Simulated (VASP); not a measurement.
Consider the following.

```xyz
3
Lattice="0.0000 2.9792 2.9792 2.9792 0.0000 2.9792 2.9792 2.9792 0.0000" Properties=species:S:1:pos:R:3 pbc="T T T"
Pb     0.0000     0.0000     0.0000
F      1.4896     1.4896     1.4896
F      4.4688     4.4688     4.4688
```

The numbers are results of PBE GGA with D3 dispersion (Becke-Johnson damping), VASP's PBE PAW potentials (set 64) (plane waves; VASP 6.6.1), not measurements. Settings: 520 eV cut-off, Gaussian smearing of 0.050 eV, potentials Pb_d F.

Unless said otherwise, spin-orbit coupling is left out, though it shifts the bands of the heavy elements here.

Task: Predict the band gap (along the path) with the smallest direct gap where there is one.

Result: 
- band gap (along the path) = 4.42 eV
- smallest direct gap (along the path) = 4.56 eV

The absolute energy has meaning only against runs of the same code, potentials and settings.

The compound is PbF2 in the fluorite structure, the β form. It was relaxed first.
